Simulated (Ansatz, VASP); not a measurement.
## AgRh in VASP and in Ansatz

```xyz
2
Lattice="2.8141 0.0000 0.0000 -1.4071 2.4371 0.0000 0.0000 0.0000 4.8719" Properties=species:S:1:pos:R:3 pbc="T T T"
Ag    0.0000    0.0000    2.4359
Rh    1.4071    0.8124    0.0000
```

The cell comes from a database or a generator and needn't be the stable form of this composition.

Alike in both runs: task single point; functional PBE; k mesh 11 × 11 × 6; occupations fermi-dirac, width 0.05 eV; no spin polarisation.

```csv
,VASP,Ansatz
version,VASP 6.6.1,Ansatz 0.2.0
potentials or method,"VASP PAW PBE potentials, release 64 (Ag, Rh_pv)",JTH PAW
plane-wave cutoff (eV),520,2100
valence electrons in the cell,26,28
```

```csv
,VASP,Ansatz,Ansatz less VASP
gap on the k mesh at the Fermi level (eV),none,none,-
pressure (GPa),-7.5,-7.3,+0.16
largest component of the traceless stress (GPa),0.11,0.17,+0.064
```

A gap of «none» marks a metal or a gap that the smearing closes. With one functional, cell and mesh, what is left measures potentials, basis and numerics. The two sets of potentials don't hold the same shells in valence.
